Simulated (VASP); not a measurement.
Output of a VASP run:

**OSZICAR**
```
       N       E                     dE             d eps       ncg     rms          rms(c)
DAV:   1    -0.926701466127E-01   -0.92670E-01   -0.34223E+03  1656   0.666E+02
DAV:   2    -0.167827286839E+02   -0.16690E+02   -0.15743E+02  2288   0.924E+01
DAV:   3    -0.169796446063E+02   -0.19692E+00   -0.19331E+00  1792   0.116E+01
DAV:   4    -0.169800618028E+02   -0.41720E-03   -0.41719E-03  2472   0.470E-01
DAV:   5    -0.169800621502E+02   -0.34742E-06   -0.34749E-06  1848   0.746E-03    0.519E+00
DAV:   6    -0.155720480509E+02    0.14080E+01   -0.23470E+00  1656   0.835E+00    0.250E+00
DAV:   7    -0.153334456907E+02    0.23860E+00   -0.12351E+00  1760   0.596E+00    0.753E-01
DAV:   8    -0.153339694052E+02   -0.52371E-03   -0.11818E-01  1672   0.217E+00    0.375E-01
DAV:   9    -0.153262465344E+02    0.77229E-02   -0.25024E-02  1752   0.867E-01    0.579E-02
DAV:  10    -0.153261967263E+02    0.49808E-04   -0.13980E-03  2168   0.244E-01    0.260E-02
DAV:  11    -0.153261750165E+02    0.21710E-04   -0.12839E-04  1768   0.716E-02    0.251E-03
DAV:  12    -0.153261749304E+02    0.86126E-07   -0.20859E-06  1760   0.111E-02
   1 F= -.15326175E+02 E0= -.15324063E+02  d E =-.422306E-02
```

File OUTCAR:
```
------------------------ aborting loop because EDIFF is reached ----------------------------------------
  FORCE on cell =-STRESS in cart. coord.  units (eV):
  Direction    XX          YY          ZZ          XY          YZ          ZX
  --------------------------------------------------------------------------------------
  Total       -0.3886772     -0.3886770     -0.1626553     -0.0000000     -0.0000000      0.0000000
  in kB      -21.3948594    -21.3948515     -8.9534111     -0.0000000     -0.0000000      0.0000000
  external PRESSURE =     -17.2477073 kB  Pullay stress =       0.0000000 kB
  volume of cell :       29.11
      direct lattice vectors                 reciprocal lattice vectors
     1.545000000 -2.676018000  0.000000000     0.323624595 -0.186844782  0.000000000
     1.545000000  2.676018000  0.000000000     0.323624595  0.186844782  0.000000000
     0.000000000  0.000000000  3.520000000     0.000000000  0.000000000  0.284090909
 POSITION                                       TOTAL-FORCE (eV/Angst)
 -----------------------------------------------------------------------------------
      0.00000      0.00000      0.00000        -0.000000      0.000000      0.000000
      1.54500      0.89201      1.76000         0.000000      0.000000      0.000000
      1.54500     -0.89201      1.76000        -0.000000      0.000000     -0.000000
 -----------------------------------------------------------------------------------
    total drift:                                0.000000     -0.000000      0.000000
  FREE ENERGIE OF THE ION-ELECTRON SYSTEM (eV)
  ---------------------------------------------------
  free  energy   TOTEN  =       -15.3261749304 eV

  energy  without entropy=      -15.3219518748  energy(sigma->0) =      -15.32406340
```
(Selected blocks of OUTCAR.)

### POSCAR
```
MgB2
1
    1.5450000000    -2.6760180000     0.0000000000
    1.5450000000     2.6760180000     0.0000000000
    0.0000000000     0.0000000000     3.5200000000
Mg B
1 2
Direct
  0.0000000000   0.0000000000   0.0000000000
  0.3333330000   0.6666670000   0.5000000000
  0.6666670000   0.3333330000   0.5000000000
```

Question: Write an INCAR and KPOINTS that could have produced this output.

Answer: One answer among several that fit: the input of the run itself, PBE GGA, plane waves, VASP's PBE PAW potentials (set 64).

**INCAR**
```
ALGO  =  Normal
EDIFF  =  1E-6
ENCUT  =  400
GGA  =  PE
ISIF  =  2
ISMEAR  =  -1
LASPH  =  .True.
LCHARG  =  .False.
LREAL  =  .False.
LWAVE  =  .False.
NELM  =  100
PREC  =  Accurate
SIGMA  =  0.05
SYSTEM  =  MgB2
```

### KPOINTS
```
Regular mesh
0
gamma
12 12 9
```

POTCAR, in this order: Mg B (PBE.64 set). Program: vasp_std.

At this cut-off the stress carries a Pulay error, which pulls relaxed volumes low.

The structure is a typed MgB2 crystal (P6/mmm). The cell was not relaxed at this level.
